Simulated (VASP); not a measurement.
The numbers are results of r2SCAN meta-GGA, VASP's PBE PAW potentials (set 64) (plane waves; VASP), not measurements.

The input files of a VASP run:

### POSCAR
```
MnB
2.9555620
  0.0000000000   0.7071066949   0.7071066949
  0.7071066949   0.0000000000   0.7071066949
  0.7071066949   0.7071066949   0.0000000000
Mn B
1 1
Cartesian
  0.0000000000   0.0000000000   0.0000000000
  0.7071066949   0.7071066949   0.7071066949
```

File KPOINTS_OPT:
```
k-points along high-symmetry lines
10
Line-mode
Reciprocal
  0.000000   0.000000   0.000000 ! GAMMA
  0.500000   0.000000   0.500000 ! X

  0.500000   0.000000   0.500000 ! X
  0.625000   0.250000   0.625000 ! U

  0.375000   0.375000   0.750000 ! K
  0.000000   0.000000   0.000000 ! GAMMA

  0.000000   0.000000   0.000000 ! GAMMA
  0.500000   0.500000   0.500000 ! L

  0.500000   0.500000   0.500000 ! L
  0.500000   0.250000   0.750000 ! W

  0.500000   0.250000   0.750000 ! W
  0.500000   0.000000   0.500000 ! X
```

File KPOINTS:
```
Automatic mesh
0
Gamma
17 17 17
0 0 0
```

### INCAR
```
LREAL=F
LMIXTAU=T
ISIF=2
ISMEAR=-5
LCHARG=F
EDIFF=1E-7
PREC=Accurate
MAGMOM=-2.4 0.3
NELM=100
LASPH=T   # aspherical one-centre terms
METAGGA=R2SCAN
ENCUT=520   # plane-wave cut-off (eV)
ALGO=Normal
LORBIT=11   # lm-projected
NEDOS=601   # DOS grid
ISPIN=2
LMAXMIX=4   # l cut-off of mixed one-centre charges
LWAVE=F
SYSTEM=MnB
```

POTCAR, in this order: Mn_pv B (PBE.64 set). Program: vasp_std.

Output of the run:

File OSZICAR:
```
       N       E                     dE             d eps       ncg     rms          rms(c)
DAV:   1     0.102478485826E+03    0.10248E+03   -0.95906E+03  8585   0.148E+03
DAV:   2    -0.253621116348E+02   -0.12784E+03   -0.12191E+03  8935   0.364E+02
DAV:   3    -0.287832535362E+02   -0.34211E+01   -0.33815E+01 10045   0.672E+01
DAV:   4    -0.288117359917E+02   -0.28482E-01   -0.28461E-01  9860   0.628E+00
DAV:   5    -0.288121529346E+02   -0.41694E-03   -0.41686E-03  9975   0.769E-01    0.250E+01
DAV:   6    -0.264717786188E+02    0.23404E+01   -0.34767E+01  8870   0.113E+02    0.233E+01
DAV:   7    -0.221185621445E+02    0.43532E+01   -0.11419E+01  8700   0.622E+01    0.499E+00
DAV:   8    -0.222526814656E+02   -0.13412E+00   -0.42542E-01  9300   0.682E+00    0.209E+00
DAV:   9    -0.222707669035E+02   -0.18085E-01   -0.38353E-02 10307   0.237E+00    0.101E+00
DAV:  10    -0.222751875485E+02   -0.44206E-02   -0.10962E-02  9450   0.985E-01    0.454E-01
DAV:  11    -0.222760239262E+02   -0.83638E-03   -0.17284E-03  9875   0.453E-01    0.110E-01
DAV:  12    -0.222760907113E+02   -0.66785E-04   -0.34681E-04  9398   0.253E-01    0.405E-02
DAV:  13    -0.222761115988E+02   -0.20887E-04   -0.65755E-05  9355   0.807E-02    0.266E-02
DAV:  14    -0.222761324354E+02   -0.20837E-04   -0.97231E-06  9840   0.396E-02    0.579E-03
DAV:  15    -0.222761320645E+02    0.37090E-06   -0.21572E-06  9135   0.153E-02    0.263E-03
DAV:  16    -0.222761317518E+02    0.31270E-06   -0.65218E-07  9300   0.821E-03    0.174E-03
DAV:  17    -0.222761318076E+02   -0.55767E-07   -0.55007E-08  5115   0.276E-03
   1 F= -.22276132E+02 E0= -.22276132E+02  d E =0.000000E+00  mag=    -2.0157
       N       E                     dE             ncg
```

OUTCAR:
```
------------------------ aborting loop because EDIFF is reached ----------------------------------------
  FORCE on cell =-STRESS in cart. coord.  units (eV):
  Direction    XX          YY          ZZ          XY          YZ          ZX
  --------------------------------------------------------------------------------------
  Total        0.0049390      0.0049390      0.0049390     -0.0000000      0.0000000     -0.0000000
  in kB        0.4334545      0.4334545      0.4334545     -0.0000000      0.0000000     -0.0000000
  external PRESSURE =       0.4334545 kB  Pullay stress =       0.0000000 kB
  volume of cell :       18.26
      direct lattice vectors                 reciprocal lattice vectors
     0.000000000  2.089897678  2.089897678    -0.239246163  0.239246163  0.239246163
     2.089897678  0.000000000  2.089897678     0.239246163 -0.239246163  0.239246163
     2.089897678  2.089897678  0.000000000     0.239246163  0.239246163 -0.239246163
 POSITION                                       TOTAL-FORCE (eV/Angst)
 -----------------------------------------------------------------------------------
      0.00000      0.00000      0.00000         0.000000     -0.000000      0.000000
      2.08990      2.08990      2.08990        -0.000000      0.000000     -0.000000
 -----------------------------------------------------------------------------------
    total drift:                                0.000000     -0.000000     -0.000000
  FREE ENERGIE OF THE ION-ELECTRON SYSTEM (eV)
  ---------------------------------------------------
  free  energy   TOTEN  =       -22.2761318076 eV

  energy  without entropy=      -22.2761318076  energy(sigma->0) =      -22.27613181

 total charge

# of ion       s       p       d       tot
------------------------------------------
    1        0.349   6.394   5.248  11.991
    2        0.779   1.126   0.000   1.905
--------------------------------------------------
tot          1.128   7.520   5.248  13.896

 magnetization (x)

# of ion       s       p       d       tot
------------------------------------------
    1        0.005   0.016  -2.383  -2.362
    2        0.048   0.229   0.000   0.276
--------------------------------------------------
tot          0.052   0.245  -2.383  -2.086
```
(Selected blocks of OUTCAR.)

For a metal the tetrahedron method with Blöchl corrections gives inexact stress and forces.

The structure was generated: MnB was put into the rock salt type (Fm-3m), which need not be its known phase. It was relaxed first, which changed the volume by -35 %.
